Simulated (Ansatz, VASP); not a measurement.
# ZnO (zincite): VASP beside Ansatz, part 2 of 2

Wanted: the spread between two codes on one cell, functional and k mesh. The structure shown is the end of the Ansatz relaxation below.

VASP 6.6.1 and Ansatz 0.2.0.

So far. Step 3 (VASP: single point, PBE, pair 1): The run ends at a pressure of -4.08 GPa, with forces up to 4.4e-4 eV/Å.

### 4. Differences

Known differences besides the potentials themselves: the cutoff is 420 eV in Ansatz and 600 eV in VASP; Ansatz's pressure holds a Pulay correction, VASP's none. Total energies have different zeros and are not compared.

The two programs side by side:

```csv
quantity,Ansatz,VASP,difference
pressure (GPa),-4.65,-4.08,-0.56
gap on the k mesh (eV),0.682,0.669,+0.013
```

A gap on the mesh is an upper bound, since the band edges may lie between its points.

### 5. Ansatz: relaxation, PBE

This run makes the geometry at which the two programs are then compared. The cell compared in this pair holds 52.28 Å³, against 51.30 Å³ for the pair before.

The structure compared here is the end of the Ansatz relaxation.

Input file input.yaml:

```yaml
crystal:
  lattice:
    - [3.3438860783, 0.0, 0.0]
    - [-1.6719430392, 2.8958902912, 0.0]
    - [0.0, 0.0, 5.3992732761]
  atoms:
    - { symbol: O, position: [0.6666666667, 0.3333333333, 0.3790242923] }
    - { symbol: O, position: [0.3333333333, 0.6666666667, 0.8790242923] }
    - { symbol: Zn, position: [0.3333333333, 0.6666666667, 0.4999857077] }
    - { symbol: Zn, position: [0.6666666667, 0.3333333333, -1.42923e-05] }
kpoints:
  mp_grid: { grid: [15, 15, 10] }
hamiltonian:
  xc: pbe
  pseudopotentials: { kind: paw, azcp: { folder: soft_1 } }
scf:
  occupations: { method: gaussian, width: 0.02 }
output:
  forces: true
  stress: true
  eigenvalues: true
relax:
  adjacent_minimum: "off"
  f_tol: 0.001
  max_steps: 60
  cell: { stress_tol: 0.01, fix: [volume] }
```

On the command line:

```sh
> ansatz run input.yaml --threads 4 --pin off --max-ram 16384MiB --backend cpu --events-out ev --progress --plain --runs-dir out
```

Numbers of over 12 decimals in the logs are rounded to 6 here.

Output:

```text
[...]
Crystal: 4 atoms, lattice volume = 52.284 Å³
Basis set: ecut = 420 eV, 1039 PW (Γ), exchange–correlation on 48×48×80 points (8 copies of the dense FFT grid, shifted against one another)
Bands: 22, of which v1, the nominal top of the filled ones, is band 18 counted from 1 (17 counted from 0)
Symmetry: 12 space group operations
[...]
--- Relaxed structure (3 steps of the walk, 3 accepted, 1 SCFs on fresh bases) ---
[...]
cell:  # Å, volume = 52.2840 Å³
    - [3.343703, 2.8865922572920754e-11, 0]
    - [-1.671851, 2.895731, 0]
    - [0, 0, 5.399865]
  atoms:
    - { symbol: O, position: [0.666667, 0.333333, 0.379021] }
    - { symbol: O, position: [0.333333, 0.666667, 0.879021] }
    - { symbol: Zn, position: [0.333333, 0.666667, 0.499989] }
    - { symbol: Zn, position: [0.666667, 0.333333, -1.1422023769184343e-5] }
[key lines of the parts left out:]
SCF converged after 6 iterations
Free energy (F): -7773.639680 eV
Fermi energy:    6.178836 eV
P = ⅓ Tr σ = -6.6182 GPa (-66.182 kbar)
```

### 6. VASP: single point, PBE, pair 2

The same cell, functional, mesh and smearing now go to VASP, with its own data sets.

Input file INCAR:

```
SYSTEM = ZnO
PREC = Accurate
ENCUT = 600
EDIFF = 1E-06
NELM = 120
ISMEAR = 0
SIGMA = 0.02
LREAL = .FALSE.
ALGO = Normal
GGA = PE
NBANDS = 24
LORBIT = 11
LWAVE = .FALSE.
LCHARG = .FALSE.
ISIF = 2
LASPH = .TRUE.
GGA_COMPAT = .FALSE.
EFERMI = MIDGAP
KPAR = 2
```

Input file POSCAR:

```
ZnO
1.0
    3.3437027079      0.0000000000      0.0000000000
   -1.6718513540      2.8957314877      0.0000000000
    0.0000000000      0.0000000000      5.3998654903
O Zn
2 2
Direct
    0.6666666667      0.3333333333      0.3790214220
    0.3333333333      0.6666666667      0.8790214220
    0.3333333333      0.6666666667      0.4999885780
    0.6666666667      0.3333333333      0.9999885780
```

Input file KPOINTS:

```
Automatic mesh
0
Gamma
15 15 10
0 0 0
```

The projector-augmented-wave data sets are O and Zn (PBE family, release 64).

On the command line:

```sh
> mpirun -np 2 vasp_std
```

Output:

```text
[... set-up lines as in an earlier step ...]
 entering main loop
       N       E                     dE             d eps       ncg     rms          rms(c)
DAV:   1     0.298482762309E+03    0.29848E+03   -0.20060E+04  7800   0.232E+03
DAV:   2     0.975867944922E+01   -0.28872E+03   -0.27404E+03  8544   0.442E+02
DAV:   3    -0.205466404233E+02   -0.30305E+02   -0.30040E+02  8792   0.146E+02
DAV:   4    -0.210782790565E+02   -0.53164E+00   -0.53120E+00  9064   0.206E+01
[...]
DAV:  13    -0.178165389352E+02   -0.18416E-04   -0.61688E-05  8648   0.851E-02    0.199E-02
DAV:  14    -0.178165337947E+02    0.51405E-05   -0.16587E-05  9232   0.360E-02    0.329E-03
DAV:  15    -0.178165334681E+02    0.32657E-06   -0.16218E-06  6024   0.141E-02
   1 F= -.17816533E+02 E0= -.17816533E+02  d E =-.144565-115
```

Parts of OUTCAR (step 6):

```text
  Total       -1.9882381     -1.9882381     -1.9929378      0.0000000      0.0000000      0.0000000
  in kB      -60.9270397    -60.9270397    -61.0710571      0.0000000      0.0000000      0.0000000
  external PRESSURE =     -60.9750455 kB  Pullay stress =       0.0000000 kB

 POSITION                                       TOTAL-FORCE (eV/Angst)
 -----------------------------------------------------------------------------------
      1.67185      0.96524      2.04666         0.000000      0.000000     -0.000387
     -0.00000      1.93049      4.74660        -0.000000     -0.000000     -0.000387
     -0.00000      1.93049      2.69987         0.000000     -0.000000      0.000387
      1.67185      0.96524      5.39980        -0.000000      0.000000      0.000387
 -----------------------------------------------------------------------------------
    total drift:                               -0.000000      0.000000      0.000464

  FREE ENERGIE OF THE ION-ELECTRON SYSTEM (eV)
  ---------------------------------------------------
  free  energy   TOTEN  =       -17.8165334681 eV

  energy  without entropy=      -17.8165334681  energy(sigma->0) =      -17.81653347

[... 1 part as in an earlier step ...]

[... 2 further parts left out ...]
[key lines of the parts left out:]
E-fermi :   0.7234
```

The run ends at a pressure of -6.10 GPa, with forces up to 3.9e-4 eV/Å.

### 7. Side by side

The two programs side by side:

```
              quantity  Ansatz   VASP  difference
        pressure (GPa)   -6.62  -6.10       -0.52
gap on the k mesh (eV)   0.653  0.639      +0.014
```

A gap on the mesh is an upper bound, since the band edges may lie between its points.

### 8. Outcome

| Property | Result |
| --- | --- |
| difference in gap on the k mesh (single point, PBE, pair 1) | 0.013 eV |
| difference in pressure (single point, PBE, pair 1) | -0.56 GPa |
| difference in gap on the k mesh (single point, PBE, pair 2) | 0.014 eV |
| difference in pressure (single point, PBE, pair 2) | -0.52 GPa |

What this shows: The difference in pressure is -0.56 GPa (single point, PBE, pair 1), within the 1 GPa picked in this series as the mark of a large difference. How closely two codes agree says nothing of how well the functional describes the real material.

[Lines on the potential files, build, host, timing and source positions are cut from VASP's logs without a mark.]

[Logs are printed without paths, hosts, clocks, repeated set-up lines and the standing remarks that a program may print on its own settings, such as how far it seeks lower states.]

[Hosts, paths, dates, database ids (printed as entryN), source tags and the programs' standing remarks are cut or masked in the printed files.]
